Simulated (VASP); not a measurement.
Given:

```xyz
1
Lattice="0.0000 1.9122 1.9122 1.9122 0.0000 1.9122 1.9122 1.9122 0.0000" Properties=species:S:1:pos:R:3 pbc="T T T"
Tc     0.0000     0.0000     0.0000
```

Computed with PBEsol GGA, VASP's PBE PAW potentials (set 64) (plane waves; VASP 6.6.1). Numerical set-up: 400 eV cut-off, Gaussian smearing of 0.050 eV, potentials Tc_pv.

### Question
Give the energies of bands 4 to 9 at the high-symmetry points, in eV from the Fermi level.

### Answer

```
band      Γ      X      U      L      W
----  -----  -----  -----  -----  -----
4     -7.66  -6.17  -5.15  -5.74  -4.58
5     -1.87  -5.55  -4.11  -2.05  -2.87
6     -1.87   2.95  -0.76  -2.05  -2.87
7     -1.87   3.62   1.11   1.30   0.31
8      0.87   3.62   2.72   3.01   3.62
9      0.87   3.99   9.49   3.01  11.10
```

It has no gap at this level: it comes out as a metal or semimetal.

The structure was generated: Tc was put into the fcc type (Fm-3m), which need not be its known phase. It was relaxed first.
